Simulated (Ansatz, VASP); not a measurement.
**One calculation of TaBi, two programs**

```
CELL_PARAMETERS angstrom
0.00000 2.59003 2.59003
2.59003 0.00000 2.59003
2.59003 2.59003 0.00000
ATOMIC_POSITIONS crystal
Ta 0.00000 0.00000 0.00000
Bi 0.50000 0.50000 0.50000
```

Change from the starting cell: volume scaled by 0.75, LAPW.

Alike in both runs: task single point; functional LDA; k mesh 11 × 11 × 11; occupations fermi-dirac, width 0.08 eV; no spin polarisation.

|  | VASP | Ansatz |
| --- | --- | --- |
| version | VASP 6.6.1 | Ansatz 0.2.0 |
| potentials or method | VASP PAW LDA potentials, release 64 (Ta_pv, Bi_d), cutoff 520 eV | all-electron LAPW, scalar-relativistic |

|  | VASP | Ansatz | Ansatz less VASP |
| --- | --- | --- | --- |
| pressure (GPa) | 66.1 | 64.5 | -1.55 |

Ansatz ran all-electron here, so the differences hold the error of VASP's frozen core and of both bases.

Caveats: the cell as given lies far from equilibrium; so large a pressure means that the cell lies far from this level's equilibrium, or that cutoff or potentials fall short (VASP).
